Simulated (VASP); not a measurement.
Runs of VASP 6.6.1 on Ni. It takes space group Fm-3m (No. 225, cubic). Conventional cell: a = 3.520 Å, b = 3.520 Å, c = 3.520 Å, α = 90.00°, β = 90.00°, γ = 90.00°. Ni (site symmetry m-3m) has 12 Ni at 2.49 Å as nearest neighbours. The cell was built by a generator and needn't be a form met in nature.

```csv
level,potentials or basis,spin,cutoff (eV),smearing,gap on the mesh (eV),pressure (GPa),moment (μB)
LDA,"VASP PAW LDA potentials, release 64 (Ni)","collinear, ferromagnetic start",520,methfessel-paxton 0.1 eV,none,-17.4,0.59
LDA,"VASP PAW LDA potentials, release 64 (Ni)","collinear, ferromagnetic start",300,methfessel-paxton 0.1 eV,none,-,0.59
r2SCAN,"VASP PAW PBE potentials, release 64 (Ni)","collinear, ferromagnetic start",520,methfessel-paxton 0.1 eV,none,(b),0.74
PBEsol,"VASP PAW PBE potentials, release 64 (Ni)","collinear, ferromagnetic start",520,gaussian 0.5 eV,none,-8.9,(a)
PBEsol,"VASP PAW PBE potentials, release 64 (Ni)","collinear, ferromagnetic start",520,methfessel-paxton 0.1 eV,none,-9.9,0.64
PBEsol,"VASP PAW PBE potentials, release 64 (Ni)","collinear, ferromagnetic start",520,fermi-dirac 0.03 eV,none,-9.9,0.64
PBEsol,"VASP PAW PBE potentials, release 64 (Ni)","collinear, ferromagnetic start",500,methfessel-paxton 0.1 eV,none,-9.9,0.64
PBEsol,"VASP PAW PBE potentials, release 64 (Ni)","collinear, ferromagnetic start",300,methfessel-paxton 0.1 eV,none,-,0.64
PBEsol,"VASP PAW PBE potentials, release 64 (Ni)","collinear, ferromagnetic start",700,methfessel-paxton 0.1 eV,none,-10.0,0.64
RPBE,"VASP PAW PBE potentials, release 64 (Ni)","collinear, ferromagnetic start",520,methfessel-paxton 0.1 eV,none,5.4,0.65
PBEsol,"VASP PAW PBE potentials, release 64 (Ni)",off,520,methfessel-paxton 0.1 eV,none,-11.2,-
```

Alike in all rows: task single point; cell as given; k mesh 31 × 31 × 31.

Q: Fill in the values left out.

A: (a) 0.46; (b) -6.8.

Caveats: the PAW data sets were made with another functional, which shifts forces and pressure a little (some runs); the cutoff is under 1.25 times the usual one of these potentials, so pressure, stress and relaxed cells hold a basis-set (Pulay) error (some runs); so large a pressure means that the cell lies far from this level's equilibrium, or that cutoff or potentials fall short (some runs).

A gap of «none» marks a metal or a gap under the smearing width.

Runs at the PBE level aren't shown here.
